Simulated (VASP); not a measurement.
Computed with revTPSS meta-GGA, VASP's PBE PAW potentials (set 64) (plane waves; VASP).

VASP input:

### INCAR
```
SYSTEM = AuAl2
PREC = Accurate; ENCUT = 520; LREAL = .FALSE.
LASPH = .TRUE.
EDIFF = 1E-7; NELM = 100; ALGO = Normal
LMAXMIX = 6; LMIXTAU = .TRUE.
ISMEAR = 1; SIGMA = 0.1
METAGGA = RTPSS
ISIF = 2
LWAVE = .FALSE.; LCHARG = .FALSE.
```

POSCAR:
```
AuAl2
2.9387580
  0.0000000000   1.0000001110   1.0000001110
  1.0000001110   0.0000000000   1.0000001110
  1.0000001110   1.0000001110   0.0000000000
Al Au
2 1
direct
  0.2500000000   0.2500000000   0.2500000000
  0.7500000000   0.7500000000   0.7500000000
  0.0000000000   0.0000000000   0.0000000000
```

KPOINTS:
```
Automatic mesh
0
Gamma
9 9 9
0 0 0
```

POTCAR, in this order: Al Au (PBE.64 set). Program: vasp_std.

Unless said otherwise, spin-orbit coupling is left out, though it shifts the bands of the heavy elements here.

Question: Predict the energy per atom (σ→0), pressure, band gap (on the k-mesh).

Answer: 
```
Quantity                                                     Value
------------------------  ----------------------------------------
energy per atom (σ→0)                                8.886 eV/atom
band gap (on the k-mesh)  none (metal, semimetal or under 0.01 eV)
pressure                                                  8.56 GPa
```

File OSZICAR:
```
...
DAV:  12     0.266598440840E+02    0.26490E-03   -0.11954E-03   896   0.401E-01    0.613E-02
DAV:  13     0.266593054181E+02   -0.53867E-03   -0.34894E-04   884   0.234E-01    0.239E-02
DAV:  14     0.266592916410E+02   -0.13777E-04   -0.65702E-05   964   0.906E-02    0.981E-03
DAV:  15     0.266592894298E+02   -0.22113E-05   -0.66057E-06   908   0.339E-02    0.329E-03
DAV:  16     0.266592889196E+02   -0.51019E-06   -0.16620E-06   912   0.189E-02    0.119E-03
DAV:  17     0.266592886559E+02   -0.26363E-06   -0.47065E-07   876   0.103E-02    0.625E-04
DAV:  18     0.266592886894E+02    0.33468E-07   -0.90463E-08   648   0.464E-03
   1 F= 0.26659289E+02 E0= 0.26659209E+02  d E =0.238258E-03
```

The compound is AuAl2 in the fluorite structure. This cell is one point of a volume scan, at 0.94 of the reference volume. The electron count is odd and the run is not spin-polarised, which forces a metal.
